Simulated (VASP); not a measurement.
All values below come from r2SCAN meta-GGA, VASP's PBE PAW potentials (set 64) (plane waves; VASP).

VASP input:

### INCAR
```
ISIF = 2
ALGO = Normal
EDIFF = 1E-7   # SCF stop (eV)
LWAVE = .FALSE.
LORBIT = 11   # lm-projected
LASPH = .TRUE.   # aspherical one-centre terms
ENCUT = 400   # plane-wave cut-off (eV)
PREC = Accurate
SYSTEM = WP
LREAL = .FALSE.
METAGGA = R2SCAN
NEDOS = 601   # DOS grid
LMIXTAU = .TRUE.
ISMEAR = -5
LCHARG = .FALSE.
LMAXMIX = 6   # l cut-off of mixed one-centre charges
NELM = 100   # most electronic steps
```

POSCAR:
```
WP
1
    0.0000000000     2.6962196913     2.6962196913
    2.6962196913    -0.0000000000     2.6962196913
    2.6962196913     2.6962196913    -0.0000000000
W P
1 1
Direct
  0.0000000000   0.0000000000   0.0000000000
  0.2500000000   0.2500000000   0.2500000000
```

File KPOINTS:
```
Automatic mesh
0
Gamma
13 13 13
0 0 0
```

**KPOINTS_OPT**
```
k-points along high-symmetry lines
10
Line-mode
Reciprocal
  0.000000   0.000000   0.000000 ! GAMMA
 -0.500000  -0.500000   0.000000 ! X

 -0.500000  -0.500000   0.000000 ! X
 -0.375000  -0.375000   0.250000 ! U

 -0.375000  -0.000000   0.375000 ! K
  0.000000   0.000000   0.000000 ! GAMMA

  0.000000   0.000000   0.000000 ! GAMMA
 -0.000000  -0.000000   0.500000 ! L

 -0.000000  -0.000000   0.500000 ! L
 -0.500000  -0.250000   0.250000 ! W

 -0.500000  -0.250000   0.250000 ! W
 -0.500000  -0.500000   0.000000 ! X
```

POTCAR, in this order: W_sv P (PBE.64 set). Program: vasp_std.

Unless said otherwise, spin-orbit coupling is left out, though it shifts the bands of the heavy elements here.

**Question.** Estimate the energy per atom (σ→0), band gap (over mesh and band path).

**Answer.** 
```
Quantity                                                               Value
----------------------------------  ----------------------------------------
energy per atom (σ→0)                                        -29.603 eV/atom
band gap (over mesh and band path)  none (metal, semimetal or under 0.01 eV)
```

OSZICAR:
```
...
DAV:  16    -0.592065439041E+02   -0.30368E-04   -0.56551E-05  2674   0.745E-02    0.110E-02
DAV:  17    -0.592065452562E+02   -0.13521E-05   -0.79344E-07  2439   0.913E-03    0.111E-02
DAV:  18    -0.592065431436E+02    0.21126E-05   -0.20110E-06  2374   0.119E-02    0.441E-03
DAV:  19    -0.592065490753E+02   -0.59317E-05   -0.24508E-06  2194   0.208E-02    0.181E-03
DAV:  20    -0.592065492800E+02   -0.20467E-06   -0.82422E-07  2499   0.630E-03    0.161E-03
DAV:  21    -0.592065492681E+02    0.11890E-07   -0.85621E-09  1182   0.759E-04
   1 F= -.59206549E+02 E0= -.59206549E+02  d E =0.000000E+00
       N       E                     dE             ncg
```

The structure was generated: WP was put into the zinc blende type (F-43m), which need not be its known phase. It was relaxed first, which changed the volume by -35 %. The electron count is odd and the run is not spin-polarised, which forces a metal.
